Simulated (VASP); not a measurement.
A VASP calculation is set up with these files.

**POSCAR**
```
FePt
1
    2.7200000000     0.0000000000     0.0000000000
    0.0000000000     2.7200000000     0.0000000000
    0.0000000000     0.0000000000     3.7100000000
Fe Pt
1 1
Direct
  0.0000000000   0.0000000000   0.0000000000
  0.5000000000   0.5000000000   0.5000000000
```

INCAR:
```
# general
SYSTEM        = FePt
PREC          = Accurate
ENCUT         = 300
LREAL         = .FALSE.
LASPH         = .TRUE.
ISYM          = 0

# electronic loop
EDIFF         = 1E-6
NELM          = 100
ALGO          = Normal
LMAXMIX       = 6

# smearing
ISMEAR        = -1
SIGMA         = 0.1

# functional
GGA           = PS
GGA_COMPAT    = .FALSE.

# spin
MAGMOM        = 2*0.0 3.0 3*0.0
LSORBIT       = .TRUE.
LNONCOLLINEAR = .TRUE.

# ions
ISIF          = 2

# output
LWAVE         = .FALSE.
LCHARG        = .FALSE.
LORBIT        = 11
```

File KPOINTS:
```
K-points
0
gamma
8 8 6
```

POTCAR, in this order: Fe Pt (PBE.64 set). Program: vasp_ncl.

### Question
Translate this PBEsol+SOC calculation to Quantum ESPRESSO's pw.x.

### Answer
One equivalent input (not run):
```
&CONTROL
  calculation = 'scf'
  pseudo_dir = './pseudo'
  outdir = './out'
  tprnfor = .true.
  tstress = .true.
/
&SYSTEM
  ibrav = 0
  nat = 2
  ntyp = 2
  ecutwfc = 90
  occupations = 'smearing'
  smearing = 'fermi-dirac'
  degauss = 0.00735
  input_dft = 'pbesol'
  noncolin = .true.
  lspinorb = .true.
  starting_magnetization(1) = 0.3
  angle1(1) = 0
  nosym = .true.
/
&ELECTRONS
  conv_thr = 7.3e-08
  electron_maxstep = 100
/
ATOMIC_SPECIES
  Fe 55.845 Fe.upf
  Pt 195.084 Pt.upf
CELL_PARAMETERS angstrom
     2.7200000    0.0000000    0.0000000
     0.0000000    2.7200000    0.0000000
     0.0000000    0.0000000    3.7100000
ATOMIC_POSITIONS crystal
  Fe   0.0000000  0.0000000  0.0000000
  Pt   0.5000000  0.5000000  0.5000000
K_POINTS automatic
  8 8 6 0 0 0
```
Limits of the translation: the potentials are each code's own (VASP's PAW set, PseudoDojo norm-conserving files, fully relativistic, in pw.x), so ENCUT and ecutwfc are chosen apart and not converted; conv_thr bounds pw.x's estimated SCF error, while EDIFF bounds the energy change between steps; starting_magnetization is a fraction of the valence charge and MAGMOM a moment in μB, so they match only roughly.

The structure is a typed FePt crystal (P4/mmm). The cell was not relaxed at this level. The run is one of a series of settings (GGA_COMPAT = .FALSE., ISPIN removed, ISYM = 0, LNONCOLLINEAR = .TRUE., LSORBIT = .TRUE., MAGMOM = 0.0 0.0 3.0 0.0 0.0 0.0, program vasp_ncl against the base run), some of them coarse on purpose.
